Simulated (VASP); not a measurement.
The system is BeCdO2.

```xyz
4
Lattice="3.2000 0.0000 0.0000 0.0000 3.2000 0.0000 0.0000 0.0000 4.6000" Properties=species:S:1:pos:R:3 pbc="T T T"
Be    0.0000    0.0000    0.0000
Cd    1.6000    1.6000    2.3000
O     0.0000    1.6000    0.9200
O     1.6000    0.0000    3.6800
```

The cell was built by a generator and needn't be a form met in nature.

```yaml
Program: VASP 6.6.1
Task: relaxation of cell and atoms
Functional: PBE
Potentials_or_basis: VASP PAW PBE potentials, release 64 (Be, Cd, O)
Cutoff: 520 eV
k_mesh: 5 × 5 × 4
Occupations: gaussian, width 0.15 eV
Spin: no spin polarisation
```

At the start: pressure -0.1 GPa; volume 11.78 Å³/atom.

How do energy, volume and symmetry change on relaxing?

Over 11 steps the energy falls by 129.1 meV/atom and the volume is 11.08 Å³/atom (-5.9 %); space group P-4m2 (No. 115, to 0.05 Å).

The path:
```
step  energy change (eV)  largest force (eV/Å)  pressure (GPa)  volume (Å³)
   1              0.0000                2.5893           -0.08        47.10
   2             -0.4218                0.2942           -5.77        47.04
   3             -0.4335                0.0814           -6.00        47.03
   4             -0.4870                0.3110            1.52        43.98
   5             -0.4899                0.2737            0.74        44.44
   6             -0.4899                0.2639            0.19        44.59
   7             -0.5026                0.0994            0.27        44.54
   8             -0.5116                0.2570            0.54        44.41
   9             -0.5140                0.0502           -0.88        44.69
  10             -0.5152                0.1186           -0.47        44.60
  11             -0.5162                0.0056            0.25        44.32
```

Final structure:
```
Be Cd O
1.0
     3.01814    0.00000    0.00000
     0.00000    3.01814    0.00000
     0.00000    0.00000    4.86541
Be Cd O
1 1 2
Direct
  0.00000 0.00000 0.00000
  0.50000 0.50000 0.50000
  0.00000 0.50000 0.17090
  0.50000 0.00000 0.82910
```
